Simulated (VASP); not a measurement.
Data:

```xyz
2
Lattice="4.1658 -2.2750 0.0000 4.1658 2.2750 0.0000 2.9234 0.0000 3.7394" Properties=species:S:1:pos:R:3 pbc="T T T"
Bi     2.6337     0.0000     0.8750
Bi     8.6214     0.0000     2.8644
```

Method: PBE GGA, VASP's PBE PAW potentials (set 64) (plane waves; VASP). Settings: 300 eV cut-off, 6×6×6 Γ-centred mesh, Fermi-Dirac smearing of 0.10 eV, potentials Bi_d.

At this cut-off the stress carries a Pulay error, which pulls relaxed volumes low.

**Question.** Give the force on each atom (eV/Å).

**Answer.** 
```
atom      Fx     Fy      Fz
----  ------  -----  ------
Bi1    0.075  0.000   0.025
Bi2   -0.075  0.000  -0.025
```

**Question.** Give the stress tensor in GPa (positive for a compressed cell).

**Answer.** 
```
1.21  0.00  0.04
0.00  1.09  0.00
0.04  0.00  1.10
```
The pressure is its mean diagonal, 1.13 GPa.

The structure is a typed Bi crystal (R-3m). The cell was not relaxed at this level.
